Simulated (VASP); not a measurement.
Output of a VASP run:

File OUTCAR:
```
 ion  position               nearest neighbor table
   1  0.667  0.333  0.500-   4 1.84   4 1.84   4 1.84   3 1.84
   2  0.333  0.667  0.000-   3 1.84   3 1.84   3 1.84   4 1.84
   3  0.667  0.333  0.877-   2 1.84   2 1.84   2 1.84   1 1.84
   4  0.333  0.667  0.377-   1 1.84   1 1.84   1 1.84   2 1.84
  LATTYP: Found a hexagonal cell.
 ALAT       =     3.0091439404
 C/A-ratio  =     1.6299463342
 Subroutine PRICEL returns:
 Original cell was already a primitive cell.
 Subroutine GETGRP returns: Found 12 space group operations
The static configuration has the point symmetry C_3v.
 The point group associated with its full space group is C_6v.
The dynamic configuration has the point symmetry C_3v.
 Subroutine INISYM returns: Found 12 space group operations
 Subroutine IBZKPT returns following result:
 Found     30 irreducible k-points:

 Following reciprocal coordinates:
            Coordinates               Weight
  0.000000  0.000000  0.000000      1.000000
  0.125000 -0.000000  0.000000      6.000000
  0.250000 -0.000000  0.000000      6.000000
  0.375000 -0.000000  0.000000      6.000000
  0.500000 -0.000000  0.000000      3.000000
  0.125000  0.125000  0.000000      6.000000
  0.250000  0.125000  0.000000     12.000000
  0.375000  0.125000  0.000000     12.000000
  0.250000  0.250000  0.000000      6.000000
  0.375000  0.250000  0.000000      6.000000
  0.000000  0.000000  0.200000      2.000000
  0.125000 -0.000000  0.200000     12.000000
  0.250000 -0.000000  0.200000     12.000000
  0.375000 -0.000000  0.200000     12.000000
  0.500000 -0.000000  0.200000      6.000000
  0.125000  0.125000  0.200000     12.000000
  0.250000  0.125000  0.200000     24.000000
  0.375000  0.125000  0.200000     24.000000
  0.250000  0.250000  0.200000     12.000000
  0.375000  0.250000  0.200000     12.000000
  0.000000  0.000000  0.400000      2.000000
  0.125000 -0.000000  0.400000     12.000000
  0.250000 -0.000000  0.400000     12.000000
  0.375000 -0.000000  0.400000     12.000000
  0.500000 -0.000000  0.400000      6.000000
  0.125000  0.125000  0.400000     12.000000
  0.250000  0.125000  0.400000     24.000000
  0.375000  0.125000  0.400000     24.000000
  0.250000  0.250000  0.400000     12.000000
  0.375000  0.250000  0.400000     12.000000
   k-points           NKPTS =     30   k-points in BZ     NKDIM =     30   number of bands    NBANDS=     22
   number of dos      NEDOS =    301   number of ions     NIONS =      4
   total plane-waves  NPLWV =  23040
   dimension x,y,z NGX =    24 NGY =   24 NGZ =   40
   dimension x,y,z NGXF=    48 NGYF=   48 NGZF=   80
   ions per type =               2   2
   PREC   = accura    normal or accurate (medium, high low for compatibility)
   ISTART =      0    job   : 0-new  1-cont  2-samecut
   ICHARG =      2    charge: 1-file 2-atom 10-const
   ISPIN  =      1    spin polarized calculation?
   LNONCOLLINEAR =      F non collinear calculations
   LSORBIT =      F    spin-orbit coupling
   INIWAV =      1    electr: 0-lowe 1-rand  2-diag
   ENCUT  =  620.0 eV  45.57 Ry    6.75 a.u.   6.11  6.11  9.96*2*pi/ulx,y,z
   NELM   =    100;   NELMIN=  2; NELMDL= -5     # of ELM steps
   EDIFF  = 0.1E-05   stopping-criterion for ELM
   LREAL  =      F    real-space projection
   NLSPLINE    = F    spline interpolate recip. space projectors
   LMAXMIX     =    4 max onsite mixed and CHGCAR
   VOSKOWN=      0    Vosko Wilk Nusair interpolation
   EDIFFG = -.2E-01   stopping-criterion for IOM
   NSW    =     40    number of steps for IOM
   NBLOCK =      1;   KBLOCK =     40    inner block; outer block
   IBRION =      2    ionic relax: 0-MD 1-quasi-New 2-CG
   NFREE  =      1    steps in history (QN), initial steepest desc. (CG)
   ISIF   =      3    stress and relaxation
   ISYM   =      2    0-nonsym 1-usesym 2-fastsym
   TEIN   =    0.0    initial temperature
   TEBEG  =    0.0;   TEEND  =   0.0 temperature during run
   SMASS  =  -3.00    Nose mass-parameter (am)
...
```

**OSZICAR**
```
       N       E                     dE             d eps       ncg     rms          rms(c)
DAV:   1     0.298638094193E+03    0.29864E+03   -0.20518E+04  1388   0.358E+03
DAV:   2     0.749791251567E+01   -0.29114E+03   -0.28130E+03  1440   0.594E+02
DAV:   3    -0.282990673832E+02   -0.35797E+02   -0.35548E+02  1476   0.171E+02
DAV:   4    -0.297615482316E+02   -0.14625E+01   -0.14590E+01  1754   0.362E+01
DAV:   5    -0.297865027973E+02   -0.24955E-01   -0.24942E-01  1516   0.451E+00    0.113E+01
DAV:   6    -0.253893294511E+02    0.43972E+01   -0.13263E+01  2456   0.684E+01    0.322E+00
DAV:   7    -0.254779470217E+02   -0.88618E-01   -0.25732E+00  1446   0.142E+01    0.289E+00
DAV:   8    -0.254549972779E+02    0.22950E-01   -0.43103E-01  1992   0.133E+01    0.963E-01
DAV:   9    -0.254221775083E+02    0.32820E-01   -0.15005E-01  2414   0.822E+00    0.249E-01
DAV:  10    -0.254232427063E+02   -0.10652E-02   -0.99314E-03  1514   0.109E+00    0.637E-02
DAV:  11    -0.254232287238E+02    0.13982E-04   -0.61811E-04  2054   0.657E-01    0.122E-02
DAV:  12    -0.254232357781E+02   -0.70543E-05   -0.88808E-05  2160   0.177E-01    0.641E-03
DAV:  13    -0.254232364913E+02   -0.71320E-06   -0.90839E-06  1610   0.292E-02
   1 F= -.14620476E+02 E0= -.14620476E+02  d E =-.146205E+02
```

OUTCAR:
```
------------------------ aborting loop because EDIFF is reached ----------------------------------------
  FORCE on cell =-STRESS in cart. coord.  units (eV):
  Direction    XX          YY          ZZ          XY          YZ          ZX
  --------------------------------------------------------------------------------------
  Total       10.7475479     10.7475475     10.8325255      0.0000000      0.0000000      0.0000000
  in kB      447.7000494    447.7000333    451.2398786      0.0000000      0.0000000      0.0000000
  external PRESSURE =      -1.1200129 kB  Pullay stress =     450.0000000 kB
  volume of cell :       38.46
      direct lattice vectors                 reciprocal lattice vectors
     1.504571990 -2.605995084  0.000000000     0.332320423 -0.191865289  0.000000000
     1.504571990  2.605995084  0.000000000     0.332320423  0.191865289  0.000000000
     0.000000000  0.000000000  4.904743135     0.000000000  0.000000000  0.203884275
  FREE ENERGIE OF THE ION-ELECTRON SYSTEM (eV)
  ---------------------------------------------------
  free  energy   TOTEN  =       -25.4232364913 eV

  energy  without entropy=      -25.4232364913  energy(sigma->0) =      -25.42323649
  enthalpy is  TOTEN    =       -14.6204756922 eV   P V=       10.8027607991

 reached required accuracy - stopping structural energy minimisation
```
(Selected blocks of OUTCAR.)

File POSCAR:
```
GaN
1
    1.5045719905    -2.6059950843    -0.0000000000
    1.5045719905     2.6059950843     0.0000000000
    0.0000000000    -0.0000000000     4.9047431348
Ga N
2 2
Direct
  0.6666670000   0.3333330000   0.5004355789
  0.3333330000   0.6666670000   0.0004355789
  0.6666670000   0.3333330000   0.8765644211
  0.3333330000   0.6666670000   0.3765644211
```

Q: Reconstruct the remaining input files.

A: One answer among several that fit: the input of the run itself, PBEsol GGA, plane waves, VASP's PBE PAW potentials (set 64).

**KPOINTS**
```
K-points
0
Gamma
8 8 5
0 0 0
```

### INCAR
```
SYSTEM=GaN
PREC=Accurate; ENCUT=620; LREAL=F
LASPH=T
EDIFF=1E-6; NELM=100; ALGO=Normal
LMAXMIX=4
ISMEAR=0; SIGMA=0.05
GGA=PS
IBRION=2; NSW=40; ISIF=3
EDIFFG=-0.02; PSTRESS=450
LWAVE=F; LCHARG=F
```

POTCAR, in this order: Ga_d N (PBE.64 set). Program: vasp_std.

The compound is GaN in the wurtzite structure. It was relaxed first under an external pressure of 45 GPa.
